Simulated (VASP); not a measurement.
```yaml
crystal:
  lattice:
    - [4.52405, 0.00000, 0.00000]
    - [0.00000, 4.52405, 0.00000]
    - [0.00000, 0.00000, 3.18107]
  atoms:
    - { symbol: Ir, position: [0.00000, 0.00000, 0.00000] }
    - { symbol: Ir, position: [0.50000, 0.50000, 0.50000] }
    - { symbol: O, position: [0.30828, 0.30828, 0.00000] }
    - { symbol: O, position: [0.80828, 0.19172, 0.50000] }
    - { symbol: O, position: [0.19172, 0.80828, 0.50000] }
    - { symbol: O, position: [0.69172, 0.69172, 0.00000] }
```

Level of theory: PBE GGA with D3 dispersion (zero damping), VASP's PBE PAW potentials (set 64) (plane waves; VASP). Numerical set-up: 520 eV cut-off, Gaussian smearing of 0.050 eV, potentials Ir O.

Unless said otherwise, spin-orbit coupling is left out, though it shifts the bands of the heavy elements here.

Problem. What does the run give for the band gap (along the path) with the smallest direct gap where there is one?

Solution. 
- band gap (along the path) = none (metal, semimetal or under 0.01 eV)

The absolute energy has meaning only against runs of the same code, potentials and settings.

The compound is IrO2 in the rutile structure. It was relaxed first.
